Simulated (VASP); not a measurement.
Here is the system:

```
CELL_PARAMETERS angstrom
      4.11287     0.00000     0.00000
      0.00000     4.11287     0.00000
      0.00000     0.00000     4.11287
ATOMIC_POSITIONS crystal
  Ba 0.00000 0.00000 0.00000
  Ti 0.50000 0.50000 0.50000
  O  0.50000 0.00000 0.50000
  O  0.00000 0.50000 0.50000
  O  0.50000 0.50000 0.00000
```

The numbers are results of PBE GGA, VASP's PBE PAW potentials (set 64) (plane waves; VASP), not measurements. Settings: 520 eV cut-off, 6×6×6 Γ-centred mesh, Gaussian smearing of 0.050 eV, potentials Ba_sv Ti_sv O.

**Question.** Give the stress tensor in GPa (positive for a compressed cell).

**Answer.** 
```
-8.30   0.00   0.00
 0.00  -8.30   0.00
 0.00   0.00  -8.30
```
The pressure is its mean diagonal, -8.30 GPa.

The compound is BaTiO3 in the cubic perovskite structure, the ideal cubic form; the compound distorts at low or room temperature. This cell is one point of a volume scan, at 1.06 of the reference volume.
